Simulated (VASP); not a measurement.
HgTe (relaxed from the NiAs type structure, space group P6_3/mmc) is relaxed at rising pressure, each step from the one before. Symmetry mostly holds the structure type, and other phases were not tried. The mesh follows the cell, and a change of mesh leaves a small step in the series.

Data:

```cif
data_Hg2Te2
_chemical_formula_sum 'Hg2 Te2'
_space_group_name_H-M_alt 'P63/mmc'
_space_group_IT_number 194
_space_group_name_Hall '-P 6c 2c'
_cell_length_a 4.16954
_cell_length_b 4.16954
_cell_length_c 7.32631
_cell_angle_alpha 90.000
_cell_angle_beta 90.000
_cell_angle_gamma 120.000
loop_
_atom_site_label
_atom_site_type_symbol
_atom_site_symmetry_multiplicity
_atom_site_Wyckoff_symbol
_atom_site_fract_x
_atom_site_fract_y
_atom_site_fract_z
_atom_site_occupancy
Hg1 Hg 2 a 0.00000 0.00000 0.00000 1
Te1 Te 2 c 0.33333 0.66667 0.25000 1
```

Computed with PBEsol GGA, VASP's PBE PAW potentials (set 64) (plane waves; VASP). Settings: 500 eV cut-off, 9×9×4 Γ-centred mesh, first-order Methfessel-Paxton smearing of 0.10 eV, potentials Hg Te.

Unless said otherwise, spin-orbit coupling is left out, though it shifts the bands of the heavy elements here.

Energy and stress use the plane-wave basis of the starting cell.

| P (GPa) | V (Å³/atom) | H − H(0) (eV/atom) | space group | gap on the mesh (eV) | k-mesh |
|---|---|---|---|---|---|
| 0 | 27.58 | 0.000 | P6_3/mmc | 0.00 | 9×9×4 |
| 5 | 25.59 | 0.824 | P6_3/mmc | 0.00 | 9×9×5 |
| 10 | 24.26 | 1.602 | P6_3/mmc | 0.00 | 9×9×5 |
| 20 | 22.37 | 3.053 | P6_3/mmc | 0.00 | 9×9×5 |
| 30 | 20.93 | 4.399 | P6_3/mmc | 0.00 | 10×10×5 |
| 45 | 19.39 | 6.286 | P6_3/mmc | 0.00 | 10×10×5 |

Pressures at which the relaxation failed are left out.

The structure was generated: HgTe was put into the NiAs type type (P6_3/mmc), which need not be its known phase.
